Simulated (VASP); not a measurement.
Here is the system:

```cif
data_Pt3Ti
_chemical_formula_sum 'Ti1 Pt3'
_space_group_name_H-M_alt 'Pm-3m'
_space_group_IT_number 221
_space_group_name_Hall '-P 4 2 3'
_cell_length_a 3.89535
_cell_length_b 3.89535
_cell_length_c 3.89535
_cell_angle_alpha 90.000
_cell_angle_beta 90.000
_cell_angle_gamma 90.000
loop_
_atom_site_label
_atom_site_type_symbol
_atom_site_symmetry_multiplicity
_atom_site_Wyckoff_symbol
_atom_site_fract_x
_atom_site_fract_y
_atom_site_fract_z
_atom_site_occupancy
Ti1 Ti 1 a 0.00000 0.00000 0.00000 1
Pt1 Pt 3 c 0.00000 0.50000 0.50000 1
```

These are PBE GGA with D3 dispersion (zero damping), VASP's PBE PAW potentials (set 64) (plane waves; VASP) values and carry that method's errors. Run with 520 eV cut-off, 8×8×8 Γ-centred mesh, first-order Methfessel-Paxton smearing of 0.10 eV, potentials Ti_sv Pt.

### Question
Give the energy at these volumes per atom, relative to the lowest: 13.89, 14.33, 14.77, 15.22, 15.66 Å³.

### Answer
49.2, 11.6, 0.0, 10.0, 38.0 meV/atom. A third-order Birch-Murnaghan fit gives B0 = 260 GPa and B0′ = 5.2.

Measured: a 3.916 Å (computed value off by -0.5 %), as given by Molecular Dynamics Simulations of PtTi High-Temperature Shape Memory Alloys Based on a Modified Embedded-Atom Method …. The calculation is for a static lattice, while the measured a holds thermal and zero-point effects, which are part of the difference.

The compound is Pt3Ti in the L1_2 structure. It was relaxed first.
